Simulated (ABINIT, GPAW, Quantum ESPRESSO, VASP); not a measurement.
## Ga4ScV2 (I4/mmm, 7 atoms in the cell) computed with different codes at matched settings

Self-consistent single point.

```yaml
crystal:
  lattice:
    - [-3.22716, 3.22716, 2.57442]
    - [3.22716, -3.22716, 2.57442]
    - [3.22716, 3.22716, -2.57442]
  atoms:
    - { symbol: Sc, position: [0.00000, 0.00000, 0.00000] }
    - { symbol: V, position: [0.75000, 0.25000, 0.50000] }
    - { symbol: V, position: [0.25000, 0.75000, 0.50000] }
    - { symbol: Ga, position: [0.30087, 0.30087, 0.60174] }
    - { symbol: Ga, position: [0.69913, 0.69913, 0.39826] }
    - { symbol: Ga, position: [0.30087, 0.69913, 0.00000] }
    - { symbol: Ga, position: [0.69913, 0.30087, 0.00000] }
```

All programs got the same cell, k-point mesh and kind of occupations (in VASP's words: KPOINTS grid = 5 5 5; KPOINTS shift = 0 0 0; ISMEAR = 0; SIGMA = 0.05 eV); potentials, basis and cutoffs are each program's usual ones.

```
code                                                                                        model  pressure (GPa)  largest force (eV/Å)  cutoff
----------------  -------------------------------------------------------------------------------  --------------  --------------------  ------
VASP                                                 LDA (PZ), VASP's LDA PAW potentials (set 64)           -6.50                 0.088  300 eV
ABINIT            LDA (PW92), norm-conserving pseudopotentials (PseudoDojo nc-sr-04 LDA standard)           -6.64                 0.089   42 Ha
Quantum ESPRESSO           LDA (PW92), PseudoDojo standard norm-conserving (LDA) pseudopotentials           -6.64                 0.089   85 Ry
GPAW                                LDA (Perdew-Wang 92), GPAW PAW datasets LDA (gpaw-data 1.0.1)           -5.46                 0.176  800 eV
```

The spread over the programs that give each value: pressure within 1.18 GPa; largest force within 0.088 eV/Å.

The starting cell comes from a database of computed structures (which also holds hypothetical and non-ambient phases and stackings), without a prior relaxation at this level. On VASP's run: Spin polarisation is off. In the base run, with a pressure of about -7 GPa the cell is away from its equilibrium volume at this level.

Q: Why do the programs differ, and what cannot be compared?

A: Differences of this kind can come from the potentials, where these differ, and from what each basis and cutoff leave unconverged. The valence holds different numbers of electrons (VASP 89, ABINIT 89, Quantum ESPRESSO 89, GPAW 49). The zero of total energies and Fermi levels follows the potentials and each program's conventions, so they are not compared here. The same LDA comes in different parametrisations, which differ slightly. In the pressure, GPAW (by 1.11) lies more than 1 GPa from the median of the plane-wave programs. In the force vectors, GPAW (by 0.088) lies more than 0.08 eV/Å from the median of the plane-wave programs.

VASP's run is marked for a possible Pulay error in its stress at this cutoff; no cutoff test was made.

Left out of this page: Ansatz, Elk, FLEUR and SIESTA (not drawn, or without a comparable value).
